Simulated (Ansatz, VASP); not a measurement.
**Cross-check of AlN between VASP and Ansatz**

One calculation is typed for both programs; each brings its own data sets. How far apart do they land? The cell is taken from a series of runs on this material, whose earlier steps may have relaxed, scaled, displaced or heated it; both programs get it as it stands.

Method: plane waves, with VASP 6.6.1 beside it; zone-centre phonons at LDA, in Ansatz 0.2.0.

### 1. Starting point

The structure is cubic, space group F-43m (No. 216). Conventional cell: a = 4.333 Å, b = 4.333 Å, c = 4.333 Å, α = 90.00°, β = 90.00°, γ = 90.00°. Nearest to Al lie 4 N at 1.88 Å. N has 4 Al at 1.88 Å nearest. Farther neighbours and most contacts between anions are not listed.

Structure file:

```
Al N
1.0
    -2.16650    0.00000    2.16650
     0.00000    2.16650    2.16650
    -2.16650    2.16650    0.00000
Al N
1 1
Cartesian
  0.0000 0.0000 0.0000
  -3.2498 3.2498 3.2498
```

### 2. Ansatz: zone-centre phonons, LDA

Ansatz runs on norm-conserving files, of PseudoDojo where its log says so.

Second derivatives magnify differences that forces hide, and they need a tight electronic threshold.

File input.yaml:

```yaml
crystal:
  lattice:
    - [-2.166501375, 0.0, 2.166501375]
    - [0.0, 2.166501375, 2.166501375]
    - [-2.166501375, 2.166501375, 0.0]
  atoms:
    - { symbol: Al, position: [0.0, 0.0, 0.0] }
    - { symbol: "N", position: [0.75, 0.75, 0.75] }
kpoints:
  mp_grid: { grid: [8, 8, 8] }
hamiltonian:
  xc: lda
  pseudopotentials: { kind: nc, accuracy: standard }
scf:
  occupations: { method: fixed }
output:
  eigenvalues: true
phonons:
  method: dfpt
  dielectric: true
  rigid_motions: translations
```

Run with:

```console
$ ansatz run input.yaml --threads 2 --pin off --max-ram 4096MiB --backend cpu --events-out ev --progress --plain --runs-dir out
```

Log:

```text
Engine: ansatz 0.2.0, x86_64-unknown-linux-gnu
Pseudopotentials: kind: nc
Pseudopotential: Al, nc, valence charge 3, recommended cutoff 598.650497 eV (normal), Al.nc.azcp (PseudoDojo's, or run here from an input of PseudoDojo's; its table is named by hamiltonian.pseudopotentials.accuracy)
Pseudopotential: N, nc, valence charge 5, recommended cutoff 1142.878222 eV (normal), N.nc.azcp (PseudoDojo's, or run here from an input of PseudoDojo's; its table is named by hamiltonian.pseudopotentials.accuracy)
Functional definition: SPW92
  exchange = slater_x
  correlation = pw_c
Crystal: 2 atoms, lattice volume = 20.338 Å³
Basis set: ecut = 1142.878222 eV, 1807 PW (Γ), exchange–correlation on 72×72×72 points (8 copies of the dense FFT grid, shifted against one another)
Bands: 8, of which v1, the nominal top of the filled ones, is band 4 counted from 1 (3 counted from 0)
Symmetry: 24 space group operations
k-points: 95 of 512 (irreducible under 4 space group operations, time reversal used)
Non-local potential: Al, projectors of the file, l = 0: 2, l = 1: 2, l = 2: 2
Non-local potential: N, projectors of the file, l = 0: 2, l = 1: 2
Initial density: superposition of atomic densities (chi_scale 0.1, normalization cell, long waves kept (reshape's long-wave potential 0.00 eV rms))
Initial wavefunctions: pseudopotential atomic-orbital guess
Functional: x = slater, c = lda
SCF iter   1: F=—  HF=-351.046060 eV  |F-HF|=—  |Δ(HF+E_count)|=         —  Δρ=1.49e-1  dr2=5.22e0  ethr=3.10e-3  ⟨swp⟩=5.1  Hψ=5440  notcnv=0  defer=182
preconditioner: auto → none  [insulator: Δε(μ)=5.782 eV  Ē_g=16.783 eV  n_scr=0 (ndim 8)  ℏωp=23.3 eV  f_vac=0.000  ε∞_Penn≈2.9]
SCF iter   2: F=—  HF=-349.666996 eV  |F-HF|=—  |Δ(HF+E_count)|=    1.38e0  Δρ=7.71e-2  dr2=7.30e-1  ethr=3.10e-3  ⟨swp⟩=3.1  Hψ=2493  notcnv=0  defer=184
SCF iter   3: F=—  HF=-349.461539 eV  |F-HF|=—  |Δ(HF+E_count)|=   2.05e-1  Δρ=2.14e-2  dr2=4.71e-2  ethr=3.10e-3  ⟨swp⟩=2.7  Hψ=1727  notcnv=0  defer=176
SCF iter   4: F=—  HF=-349.450001 eV  |F-HF|=—  |Δ(HF+E_count)|=   1.15e-2  Δρ=1.26e-3  dr2=1.08e-4  ethr=5.88e-4  ⟨swp⟩=2.0  Hψ=937  notcnv=0  defer=180
SCF iter   5: F=—  HF=-349.449949 eV  |F-HF|=—  |Δ(HF+E_count)|=   5.22e-5  Δρ=1.46e-4  dr2=1.64e-6  ethr=1.35e-6  ⟨swp⟩=2.5  Hψ=1139  notcnv=0  defer=188
SCF iter   6: F=—  HF=-349.449949 eV  |F-HF|=—  |Δ(HF+E_count)|=   6.60e-7  Δρ=9.63e-6  dr2=4.47e-9  ethr=2.05e-8  ⟨swp⟩=2.1  Hψ=1058  notcnv=0  defer=17
SCF iter   7: F=—  HF=-349.449949 eV  |F-HF|=—  |Δ(HF+E_count)|=   1.58e-7  Δρ=5.02e-7  dr2=1.11e-11  ethr=1.25e-12  ⟨swp⟩=8.6  Hψ=5281  notcnv=0
SCF iter   8: F=-349.449949 eV  HF=-349.449949 eV  |F-HF|=5.68e-14  |Δ(HF+E_count)|=  5.63e-12  Δρ=5.47e-8  dr2=1.74e-13  ethr=1.00e-12  ⟨swp⟩=4.3  Hψ=3067  notcnv=0
SCF 1 converged in 8 iterations: F = -349.449949 eV  dr2 = 1.74e-13
DFPT response loops at Γ: preconditioner auto → none (the input reference at scf.mixing.eps_inf says where Resta's filter doesn't serve); β = 0.50; Broyden in place of MSR1
── the response to a field inside a basis, on 8×8×8 k-points: an SCF that follows is theirs, and a resumed run solves both again ──
Bands: 5, of which v1, the nominal top of the filled ones, is band 4 counted from 1 (3 counted from 0)
k-points: 60 of 512 (irreducible under 6 space group operations, time reversal used)
Initial density: handed on by an earlier stage of this run
Initial wavefunctions: pseudopotential atomic-orbital guess (no wavefunctions were taken with the density)
Eigensolver: Dense (60 Hₖ)
SCF iter   1: F=—  HF=-349.449389 eV  |F-HF|=—  |Δ(HF+E_count)|=         —  Δρ=4.50e-5  dr2=1.31e-7  ethr=1.00e-1
preconditioner: auto → none  [insulator: Δε(μ)=3.534 eV  Ē_g=11.455 eV  n_scr=0 (ndim 8)  ℏωp=23.3 eV  f_vac=0.000  ε∞_Penn≈5.1]
SCF iter   2: F=-349.449389 eV  HF=-349.449389 eV  |F-HF|=1.14e-8  |Δ(HF+E_count)|=   3.91e-8  Δρ=2.30e-5  dr2=2.51e-8  ethr=1.64e-9
SCF 1 converged in 2 iterations: F = -349.449389 eV  dr2 = 2.51e-8
DFPT response loops at Γ: mixed as the last ones told, above
SCF converged after 8 iterations
Free energy (F): -349.449949 eV
Harris-Foulkes:  -349.449949 eV  (|F-HF|=5.68e-14)
Internal energy: -349.449949 eV  (E = F + TS)
E sigma→0 (E₀):  -349.449949 eV
Fermi energy:    6.898242 eV
--- Per-component energies (eV) ---
  E_band       = 14.734830
  E_kinetic    = 224.479323
  E_local      = -214.691302  (includes V_loc(G=0)·N_el)
  E_nonlocal   = -19.428861
  E_hartree    = 75.173106
  E_xc         = -115.983902
  E_vxc        = -125.970536  (∫ρ·V_xc dr)
  E_ewald      = -298.998312
  E_smearing   = -0.000000  (= −TS)
  E_closure    = -0.000000  (closes the sum)
  Σ components = -349.449949   (vs F -349.449949, Δ=0.00e0)
--- Band table (eV; the first three rows and the last of 95) ---
  k-point 0: bands = ["-8.0557", "6.8982", "6.8982", "6.8982", "11.3594", "19.4918", "19.4918", "19.4918"]
  k-point 1: bands = ["-7.8172", "5.7243", "6.8178", "6.8178", "12.2652", "18.9230", "19.6642", "19.6642"]
  k-point 2: bands = ["-7.1583", "3.6028", "6.6367", "6.6367", "13.5368", "17.9191", "19.2507", "19.2507"]
  k-point 94: bands = ["-5.1774", "1.8702", "5.0757", "5.0757", "10.1688", "15.4882", "20.9437", "22.6633"]
--- Phonons (Γ-DFPT): 2 representative perturbations + reference, on 95 of 512 k-points (Σ response iterations 6) ---
  k mesh reduced under 4 symmetry operations, with k and −k counted as one. Each operation leaves every solved perturbation unchanged. A smaller set is not considered because the run solves the response to a homogeneous field
  ASR residual: 4.840e-5 → 0.000e0 eV/Å²; symmetrization residual: 1.014e-7 eV/Å²
  ASR residual per site (eV/Å²): 2.12e-6 4.84e-5
  Γ frequencies (cm⁻¹): 0.00 0.00 0.00 669.50 669.50 669.50
  ε∞ (high-frequency dielectric tensor):
        4.487503     0.000000     0.000000
        0.000000     4.487503    -0.000000
        0.000000    -0.000000     4.487503
  ε⁰ (static dielectric tensor: ions relaxed, cell fixed):
        8.230851    -0.000000     0.000000
       -0.000000     8.230851    -0.000000
        0.000000    -0.000000     8.230851
  ε⁰ − ε∞ (ionic part):
        3.743348    -0.000000     0.000000
       -0.000000     3.743348    -0.000000
        0.000000    -0.000000     3.743348
  softest optical mode at Γ: 669.50 cm⁻¹; the repairs (sum rule, projections) moved no ω² at Γ by more than (0.98 cm⁻¹)²
  Born effective charges Z* (e; rows j = field, columns β = displacement):
    site 0:
         2.52869   -0.00000    0.00000
        -0.00000    2.52869    0.00000
         0.00000    0.00000    2.52869
    site 1:
        -2.52869    0.00000   -0.00000
         0.00000   -2.52869   -0.00000
        -0.00000   -0.00000   -2.52869
  Z* charge neutrality: 2.279e-4 e pre-enforcement
  solved inside a basis spanned on kpoints, on 8×8×8 k-points, its susceptibility summed on 12×12×12: ε∞ is read to err by 1.1e-2, Z* by 8.1e-3 e (field_mesh: kpoints solves on kpoints); Z* is corrected for what the basis lacks
  optical modes at Γ without the LO–TO term, one row a degenerate level:
      ω (cm⁻¹)  modes    IR ((D/Å)²/amu)
        669.50      3            47.9984
  optical modes at Γ + LO–TO along q̂ = [1.0000, 0.0000, 0.0000]:
      ω (cm⁻¹)  modes    IR ((D/Å)²/amu)
        669.50      2            31.9989
        906.71      1            15.9995
  optical modes at Γ + LO–TO along q̂ = [0.0000, 1.0000, 0.0000]:
      ω (cm⁻¹)  modes    IR ((D/Å)²/amu)
        669.50      2            31.9989
        906.71      1            15.9995
  optical modes at Γ + LO–TO along q̂ = [0.0000, 0.0000, 1.0000]:
      ω (cm⁻¹)  modes    IR ((D/Å)²/amu)
        669.50      2            31.9989
        906.71      1            15.9995
```

In the SCF lines HF is the Harris–Foulkes energy and dr2 the Hartree energy of the density residual, in eV; the loop may stop once dr2 is under the threshold and the program's other checks hold. Hψ counts applications of the Hamiltonian.

(Continued in part 2 of 2.)

[Lines on the potential files, build, host, timing and source positions are cut from VASP's logs without a mark.]

[Logs are printed without paths, hosts, clocks, repeated set-up lines and the standing remarks that a program may print on its own settings, such as how far it seeks lower states.]

[Hosts, paths, dates, database ids (printed as entryN), source tags and the programs' standing remarks are cut or masked in the printed files.]
